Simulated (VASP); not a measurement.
Runs of VASP 6.6.1 on FC2SeH. The cell holds a molecule in a box, 5 atoms: a = 12.000 Å, b = 12.000 Å, c = 12.000 Å, α = 90.00°, β = 90.00°, γ = 90.00°. 

```csv
task,level,potentials or basis,cutoff (eV),grid for exact exchange (PRECFOCK),screening parameter,gap on the mesh (eV),largest force (eV/Å)
single point,HSE06+D4,"VASP PAW PBE potentials, release 64 (F, C, Se, H)",520,Normal,0.2 1/A,3.68,0.58
single point,PBE,"VASP PAW PBE potentials, release 64 (F, C, Se, H)",520,-,-,2.41,1.28
single point,revPBE+D3(BJ),"VASP PAW PBE potentials, release 64 (F_h, C_h, Se, H_h)",900,-,-,2.42,(a)
electron localisation function,PBE,"VASP PAW PBE potentials, release 64 (F, C, Se, H)",520,-,-,2.41,1.28
atomic charges,PBE+TS,"VASP PAW PBE potentials, release 64 (F, C, Se, H)",520,-,-,2.41,1.28
```

Alike in all rows: no spin polarisation; cell as given; k mesh 1 × 1 × 1; smearing gaussian 0.01 eV.

Task: Fill in the values left out.

Result: (a) 1.07.

Caveats: the PAW data sets were made with another functional, which shifts forces and pressure a little (some runs).

A k mesh can miss the band edges, and the runs leave out spin-orbit coupling on Se.

Not every run made on this cell is shown here.
